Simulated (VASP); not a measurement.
Here is the system:

```
CELL_PARAMETERS angstrom
      4.46942     0.00000     0.00000
     -2.23471     3.87063     0.00000
      0.00000     0.00000    14.00000
ATOMIC_POSITIONS crystal
  Ti 0.66972 0.33190 0.49942
  Sb 0.33028 0.66810 0.50058
```

Level of theory: PBE GGA, VASP's PBE PAW potentials (set 64) (plane waves; VASP). Run with 300 eV cut-off, 5×5×1 Γ-centred mesh, Gaussian smearing of 0.27 eV, potentials Ti_sv Sb.

The cell holds a wide vacuum, so values per volume refer to the whole cell. Unless said otherwise, spin-orbit coupling is left out, though it shifts the bands of the heavy elements here.

Question: Estimate the energy per atom (σ→0), largest force, band gap (on the k-mesh) with the smallest direct gap where there is one.

Answer: 
- band gap (on the k-mesh) = none (metal, semimetal or under 0.01 eV)
- energy per atom (σ→0) = -480.7 kJ/mol of atoms
- largest force = 0.401 eV/Å

The absolute energy has meaning only against runs of the same code, potentials and settings.

The cell is a sheet with vacuum, built from a generated structure.
